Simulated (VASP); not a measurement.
Data:

```yaml
crystal:
  lattice:
    - [2.79419, 0.00000, 0.00000]
    - [0.00000, 2.79419, 0.00000]
    - [0.00000, 0.00000, 2.79419]
  atoms:
    - { symbol: Al, position: [0.00000, 0.00000, 0.00000] }
    - { symbol: Co, position: [0.50000, 0.50000, 0.50000] }
```

Level of theory: LDA (Ceperley-Alder, Perdew-Zunger), VASP's LDA PAW potentials (set 64) (plane waves; VASP 6.6.1). Settings: 400 eV cut-off, 12×12×12 Γ-centred mesh, first-order Methfessel-Paxton smearing of 0.10 eV, potentials Al Co.

Problem. Estimate the energy per atom (σ→0), band gap (on the k-mesh) with the smallest direct gap where there is one.

Solution. 
```yaml
band gap (on the k-mesh): none (metal, semimetal or under 0.01 eV)
energy per atom (σ→0): -6.855 eV/atom
```

The structure comes from a computed database's AlCo entry (Pm-3m); how it stands against other phases isn't given here. It was relaxed first. The start is the result of an earlier pass. The run is not spin-polarised, so no magnetic state was tried.
